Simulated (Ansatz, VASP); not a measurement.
# AgC: VASP beside Ansatz, part 3 of 3

Aim: how closely do two programs agree when they are given the same cell, functional and k mesh? The cell is generated by rule, not measured, and may not be a known phase. The cell is taken from a series of runs on this material, whose earlier steps may have relaxed, scaled, displaced or heated it; both programs get it as it stands.

VASP 6.6.1 and Ansatz 0.2.0.

So far: Set-up; Ansatz: zone-centre phonons, LDA; VASP: zone-centre phonons, LDA.

## 3. VASP: zone-centre phonons, LDA (continued)

Level of this step: LDA; plane waves and PAW (Ag, C); invented cell (VASP).

Numbers of over 12 decimals in the logs are rounded to 6 here.

OUTCAR, selected parts (step 3):

```text
ion  position               nearest neighbor table
   1  0.500  0.000  0.000-   3 2.25   4 2.25   3 2.25   4 2.25   2 2.74   2 2.74   2 2.93   2 2.93

  LATTYP: Found a base centered orthorhombic cell.
 ALAT       =     5.4851642896
 B/A-ratio  =     1.0672209076
 C/A-ratio  =     0.5800391622

 Subroutine GETGRP returns: Found  8 space group operations
 (whereof  8 operations were pure point group operations)

The static configuration has the point symmetry D_2h.

 Found    217 irreducible k-points:

   k-points           NKPTS =    217   k-points in BZ     NKDIM =    217   number of bands    NBANDS=     21

   dimension x,y,z NGX =    32 NGY =   32 NGZ =   28
   dimension x,y,z NGXF=    64 NGYF=   64 NGZF=   56

   ENCUT  =  600.0 eV  44.10 Ry    6.64 a.u.   8.01  8.01  6.35*2*pi/ulx,y,z

   NELECT =      30.0000    total number of electrons

 k-points in reciprocal lattice and weights: Automatic mesh
   0.00000000  0.00000000  0.00000000       0.001
   0.10000000  0.00000000  0.00000000       0.003
   0.20000000  0.00000000  0.00000000       0.003
   0.30000000  0.00000000  0.00000000       0.003
   0.40000000 -0.00000000  0.00000000       0.003
   0.50000000  0.00000000  0.00000000       0.002
   0.10000000  0.10000000  0.00000000       0.002
   0.20000000  0.10000000  0.00000000       0.003
   0.30000000  0.10000000  0.00000000       0.003
[...]
-0.40000000  0.40000000  0.50000000       0.002
   0.50000000  0.50000000  0.50000000       0.001

 average (electrostatic) potential at core
       1 -72.6707       2 -72.6707       3 -52.0328       4 -52.0328

  Total        0.0785508      0.0226581      0.0821792     -0.0000000      0.0000000      0.0000000
  in kB        2.4638294      0.7106948      2.5776374     -0.0000000      0.0000000      0.0000000
  external PRESSURE =       1.9173872 kB  Pullay stress =       0.0000000 kB

  energy-cutoff  :      600.00
  volume of cell :       51.08
      direct lattice vectors                 reciprocal lattice vectors
     2.742582145 -2.926941006  0.000000000     0.182309945 -0.170826812  0.000000000
     2.742582145  2.926941006  0.000000000     0.182309945  0.170826812  0.000000000
     0.000000000  0.000000000  3.181610099     0.000000000  0.000000000  0.314306269

 POSITION                                       TOTAL-FORCE (eV/Angst)
 -----------------------------------------------------------------------------------
      1.37129     -1.46347      0.00000        -0.000000     -0.000000      0.000000
      1.37129      1.46347      0.00000         0.000000     -0.000000      0.000000
      2.74258      0.65651      1.59081         0.000000     -0.000357      0.000000
      2.74258     -0.65651      1.59081         0.000000      0.000357      0.000000
 -----------------------------------------------------------------------------------
    total drift:                                0.000000      0.000000     -0.000000

 Eigenvectors and eigenvalues of the dynamical matrix
 ----------------------------------------------------

   1 f  =   42.871085 THz   269.366970 2PiTHz 1430.025459 cm-1   177.300480 meV
             X         Y         Z           dx          dy          dz
      1.371291 -1.463471  0.000000    -0.000000   -0.000000   -0.000000
      1.371291  1.463471  0.000000     0.000000   -0.000000   -0.000000
      2.742582  0.656514  1.590805     0.000000   -0.707107    0.000000
      2.742582 -0.656514  1.590805    -0.000000    0.707107   -0.000000

   2 f  =   11.161468 THz    70.129574 2PiTHz  372.306508 cm-1    46.160103 meV
             X         Y         Z           dx          dy          dz
      1.371291 -1.463471  0.000000    -0.000000   -0.000000   -0.223655
      1.371291  1.463471  0.000000     0.000000   -0.000000   -0.223655
      2.742582  0.656514  1.590805     0.000000    0.000000    0.670804
      2.742582 -0.656514  1.590805     0.000000    0.000000    0.670804

   3 f  =   10.909079 THz    68.543762 2PiTHz  363.887691 cm-1    45.116303 meV
             X         Y         Z           dx          dy          dz
      1.371291 -1.463471  0.000000     0.218409    0.153533   -0.000000
      1.371291  1.463471  0.000000     0.218409   -0.153533    0.000000
      2.742582  0.656514  1.590805    -0.654771   -0.000000   -0.000000
      2.742582 -0.656514  1.590805    -0.654771   -0.000000    0.000000

   4 f  =   10.888155 THz    68.412297 2PiTHz  363.189768 cm-1    45.029772 meV
             X         Y         Z           dx          dy          dz
      1.371291 -1.463471  0.000000    -0.210752   -0.213612    0.000000
      1.371291  1.463471  0.000000     0.210752   -0.213612    0.000000
      2.742582  0.656514  1.590805    -0.000000    0.640276   -0.000000
      2.742582 -0.656514  1.590805    -0.000000    0.640276   -0.000000

   5 f  =   10.855543 THz    68.207389 2PiTHz  362.101944 cm-1    44.894899 meV
             X         Y         Z           dx          dy          dz
      1.371291 -1.463471  0.000000     0.000000    0.000000    0.000000
      1.371291  1.463471  0.000000    -0.000000    0.000000   -0.000000
      2.742582  0.656514  1.590805    -0.707107   -0.000000    0.000000
      2.742582 -0.656514  1.590805     0.707107   -0.000000   -0.000000

   6 f  =   10.787348 THz    67.778904 2PiTHz  359.827186 cm-1    44.612865 meV
             X         Y         Z           dx          dy          dz
      1.371291 -1.463471  0.000000     0.000000    0.000000    0.000000
      1.371291  1.463471  0.000000    -0.000000    0.000000    0.000000
      2.742582  0.656514  1.590805     0.000000   -0.000000    0.707107
      2.742582 -0.656514  1.590805    -0.000000   -0.000000   -0.707107

   7 f  =    5.677102 THz    35.670286 2PiTHz  189.367750 cm-1    23.478598 meV
             X         Y         Z           dx          dy          dz
      1.371291 -1.463471  0.000000     0.674969   -0.066240   -0.000000
      1.371291  1.463471  0.000000    -0.674969   -0.066240   -0.000000
      2.742582  0.656514  1.590805    -0.000000    0.200072   -0.000000
      2.742582 -0.656514  1.590805    -0.000000    0.200072   -0.000000

   8 f  =    3.558441 THz    22.358346 2PiTHz  118.696826 cm-1    14.716524 meV
             X         Y         Z           dx          dy          dz
      1.371291 -1.463471  0.000000    -0.048512    0.690237    0.000000
      1.371291  1.463471  0.000000    -0.048512   -0.690237   -0.000000
      2.742582  0.656514  1.590805     0.145667   -0.000000    0.000000
      2.742582 -0.656514  1.590805     0.145667   -0.000000    0.000000

   9 f  =    3.070622 THz    19.293285 2PiTHz  102.424912 cm-1    12.699065 meV
             X         Y         Z           dx          dy          dz
      1.371291 -1.463471  0.000000    -0.000000    0.000000   -0.707107
      1.371291  1.463471  0.000000    -0.000000   -0.000000    0.707107
      2.742582  0.656514  1.590805     0.000000   -0.000000    0.000000
      2.742582 -0.656514  1.590805     0.000000   -0.000000   -0.000000

  10 f/i=    0.001275 THz     0.008014 2PiTHz    0.042544 cm-1     0.005275 meV
             X         Y         Z           dx          dy          dz
      1.371291 -1.463471  0.000000    -0.670779    0.000072   -0.000000
      1.371291  1.463471  0.000000    -0.670779   -0.000072   -0.000000
      2.742582  0.656514  1.590805    -0.223732   -0.000000   -0.000000
      2.742582 -0.656514  1.590805    -0.223732   -0.000000   -0.000000

  11 f/i=    0.002786 THz     0.017508 2PiTHz    0.092945 cm-1     0.011524 meV
             X         Y         Z           dx          dy          dz
      1.371291 -1.463471  0.000000     0.000000    0.000000   -0.670804
      1.371291  1.463471  0.000000     0.000000    0.000000   -0.670804
      2.742582  0.656514  1.590805     0.000000    0.000000   -0.223655
      2.742582 -0.656514  1.590805     0.000000    0.000000   -0.223655

  12 f/i=    0.004020 THz     0.025258 2PiTHz    0.134090 cm-1     0.016625 meV
             X         Y         Z           dx          dy          dz
      1.371291 -1.463471  0.000000     0.000460   -0.670807   -0.000000
      1.371291  1.463471  0.000000    -0.000460   -0.670807   -0.000000
      2.742582  0.656514  1.590805     0.000000   -0.223646   -0.000000
      2.742582 -0.656514  1.590805     0.000000   -0.223646   -0.000000

 ELASTIC MODULI CONTR FROM IONIC RELAXATION (kBar)
 Direction    XX          YY          ZZ          XY          YZ          ZX
 --------------------------------------------------------------------------------
 XX         -12.6577   -184.6462    -14.3239     -0.0000      0.0000      0.0000
 YY        -184.6462  -2693.5511   -208.9513     -0.0000      0.0000      0.0000
 ZZ         -14.3239   -208.9513    -16.2093     -0.0000      0.0000      0.0000
 XY          -0.0000     -0.0000     -0.0000    -39.6447      0.0000      0.0000
 YZ           0.0000      0.0000      0.0000      0.0000     -1.4367      0.0000
 ZX           0.0000      0.0000      0.0000      0.0000      0.0000      0.0000
 --------------------------------------------------------------------------------
```

## 4. Comparison

Known differences besides the potentials themselves: the two LDA forms differ slightly; the data sets hold 46 valence electrons in Ansatz (on its default PAW (the set named soft_2) files) and 30 in VASP; the cutoff is 420 eV in Ansatz and 600 eV in VASP; VASP's log shows a relativistic correction to its local exchange, Ansatz's none. Total energies have different zeros and are not compared.

Both answers:

```csv
quantity,Ansatz,VASP,difference
optical mode 1 (cm⁻¹),101.5,102.4,-0.94 %
optical mode 2 (cm⁻¹),118.8,118.7,+0.09 %
optical mode 3 (cm⁻¹),189.7,189.4,+0.20 %
optical mode 4 (cm⁻¹),359.3,359.8,-0.14 %
optical mode 5 (cm⁻¹),359.6,362.1,-0.70 %
optical mode 6 (cm⁻¹),360.2,363.2,-0.83 %
optical mode 7 (cm⁻¹),363.4,363.9,-0.13 %
optical mode 8 (cm⁻¹),369.1,372.3,-0.86 %
optical mode 9 (cm⁻¹),1427.3,1430.0,-0.19 %
```

Modes are paired by rising frequency, not by their patterns, so a pair may set unlike modes beside each other; they are those without the splitting of longitudinal modes.

## 5. What came out

```json
{"r.m.s. difference of the optical zone-centre modes, each program's sorted by frequency (zone-centre phonons, LDA)": "2.0 cm⁻¹", "difference in optical mode 1 (zone-centre phonons, LDA)": "-0.9 %"}
```

The r.m.s. difference of the optical zone-centre modes, each program's sorted by frequency is 2.0 cm⁻¹ (zone-centre phonons, LDA). The data sets hold unlike numbers of valence electrons (46 in Ansatz and 30 in VASP), so part of the differences comes from the potentials. Among the rows given in per cent, the largest difference of the zone-centre phonons, LDA pair is in optical mode 1, -0.9 %. How closely two codes agree says nothing of how well the functional describes the real material.

[Lines on the potential files, build, host, timing and source positions are cut from VASP's logs without a mark.]

[Logs are printed without paths, hosts, clocks, repeated set-up lines and the standing remarks that a program may print on its own settings, such as how far it seeks lower states.]

[Hosts, paths, dates, database ids (printed as entryN), source tags and the programs' standing remarks are cut or masked in the printed files.]
